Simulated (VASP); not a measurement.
Method: optB88-vdW, VASP's PBE PAW potentials (set 64) (plane waves; VASP 6.6.1).

Input for VASP

### INCAR
```
# general
SYSTEM   = CdS
PREC     = Accurate
ENCUT    = 520   # plane-wave cut-off (eV)
LREAL    = .FALSE.   # projection in real space or not
LASPH    = .TRUE.   # aspherical one-centre terms

# electronic loop
EDIFF    = 1E-7
NELM     = 100   # most electronic steps
ALGO     = Normal
LMAXMIX  = 4

# smearing
ISMEAR   = 0   # Gaussian
SIGMA    = 0.05   # width (eV)

# functional
GGA      = BO
LUSE_VDW = .TRUE.
AGGAC    = 0.0
PARAM1   = 0.1833333333
PARAM2   = 0.22

# ions
ISIF     = 2

# output
LWAVE    = .FALSE.
LCHARG   = .FALSE.
```

### POSCAR
```
CdS
1
    0.0000000000     2.9581390062     2.9581390062
    2.9581390062     0.0000000000     2.9581390062
    2.9581390062     2.9581390062     0.0000000000
Cd S
1 1
Direct
  0.0000000000   0.0000000000   0.0000000000
  0.2500000000   0.2500000000   0.2500000000
```

**KPOINTS**
```
Automatic mesh
0
Gamma
8 8 8
0 0 0
```

POTCAR, in this order: Cd S (PBE.64 set). Program: vasp_std.

Output

OUTCAR:
```
 ion  position               nearest neighbor table
   1  0.000  0.000  0.000-   2 2.56   2 2.56   2 2.56   2 2.56
   2  0.250  0.250  0.250-   1 2.56   1 2.56   1 2.56   1 2.56
  LATTYP: Found a face centered cubic cell.
 ALAT       =     5.9162780124
 Subroutine PRICEL returns:
 Original cell was already a primitive cell.
 Subroutine GETGRP returns: Found 24 space group operations
The static configuration has the point symmetry T_d .
The dynamic configuration has the point symmetry T_d .
 Subroutine INISYM returns: Found 24 space group operations
 Subroutine IBZKPT returns following result:
 Found     29 irreducible k-points:

 Following reciprocal coordinates:
            Coordinates               Weight
  0.000000  0.000000  0.000000      1.000000
  0.125000  0.000000  0.000000      8.000000
  0.250000  0.000000  0.000000      8.000000
  0.375000  0.000000  0.000000      8.000000
  0.500000  0.000000  0.000000      4.000000
  0.125000  0.125000  0.000000      6.000000
  0.250000  0.125000  0.000000     24.000000
  0.375000  0.125000  0.000000     24.000000
  0.500000  0.125000  0.000000     24.000000
 -0.375000  0.125000  0.000000     24.000000
 -0.250000  0.125000  0.000000     24.000000
 -0.125000  0.125000  0.000000     12.000000
  0.250000  0.250000  0.000000      6.000000
  0.375000  0.250000  0.000000     24.000000
  0.500000  0.250000  0.000000     24.000000
 -0.375000  0.250000  0.000000     24.000000
 -0.250000  0.250000  0.000000     12.000000
  0.375000  0.375000  0.000000      6.000000
  0.500000  0.375000  0.000000     24.000000
 -0.375000  0.375000  0.000000     12.000000
  0.500000  0.500000  0.000000      3.000000
  0.375000  0.250000  0.125000     24.000000
  0.500000  0.250000  0.125000     48.000000
 -0.375000  0.250000  0.125000     24.000000
...
```

File OSZICAR:
```
       N       E                     dE             d eps       ncg     rms          rms(c)
DAV:   1     0.118227786534E+03    0.11823E+03   -0.90689E+03   754   0.125E+03
DAV:   2     0.333401776396E+01   -0.11489E+03   -0.11032E+03   854   0.300E+02
DAV:   3    -0.187072972202E+01   -0.52047E+01   -0.51881E+01   904   0.655E+01
DAV:   4    -0.191043501406E+01   -0.39705E-01   -0.39697E-01   854   0.577E+00
DAV:   5    -0.191101016346E+01   -0.57515E-03   -0.57515E-03   909   0.683E-01    0.740E+00
DAV:   6    -0.134606377130E+01    0.56495E+00   -0.11622E+00  1044   0.138E+01    0.590E+00
DAV:   7    -0.133191377379E+01    0.14150E-01   -0.19554E-01   789   0.359E+00    0.315E+00
DAV:   8    -0.133154909950E+01    0.36467E-03   -0.16720E-02   784   0.193E+00    0.274E-01
DAV:   9    -0.133127753698E+01    0.27156E-03   -0.20685E-03   874   0.728E-01    0.773E-02
DAV:  10    -0.133136965500E+01   -0.92118E-04   -0.23324E-04   794   0.154E-01    0.678E-02
DAV:  11    -0.133140469234E+01   -0.35037E-04   -0.62188E-05   799   0.986E-02    0.122E-02
DAV:  12    -0.133139810281E+01    0.65895E-05   -0.22790E-05   933   0.664E-02    0.681E-03
DAV:  13    -0.133139824078E+01   -0.13797E-06   -0.16186E-06   784   0.102E-02    0.254E-03
DAV:  14    -0.133139821053E+01    0.30253E-07   -0.22809E-08   592   0.148E-03
   1 F= -.13313982E+01 E0= -.13313982E+01  d E =-.756245E-13
```

File OUTCAR:
```
------------------------ aborting loop because EDIFF is reached ----------------------------------------
  FORCE on cell =-STRESS in cart. coord.  units (eV):
  Direction    XX          YY          ZZ          XY          YZ          ZX
  --------------------------------------------------------------------------------------
  Total        0.0035994      0.0035994      0.0035994      0.0000000      0.0000000      0.0000000
  in kB        0.1113933      0.1113933      0.1113933      0.0000000      0.0000000      0.0000000
  external PRESSURE =       0.1113933 kB  Pullay stress =       0.0000000 kB
  volume of cell :       51.77
      direct lattice vectors                 reciprocal lattice vectors
     0.000000000  2.958139006  2.958139006    -0.169025187  0.169025187  0.169025187
     2.958139006  0.000000000  2.958139006     0.169025187 -0.169025187  0.169025187
     2.958139006  2.958139006  0.000000000     0.169025187  0.169025187 -0.169025187
  FREE ENERGIE OF THE ION-ELECTRON SYSTEM (eV)
  ---------------------------------------------------
  free  energy   TOTEN  =        -1.3313982105 eV

  energy  without entropy=       -1.3313982105  energy(sigma->0) =       -1.33139821
```
(Selected blocks of OUTCAR.)

The compound is CdS in the zinc blende structure, a metastable form; wurtzite is the usual one. It was relaxed first, which changed the volume by +5 %.
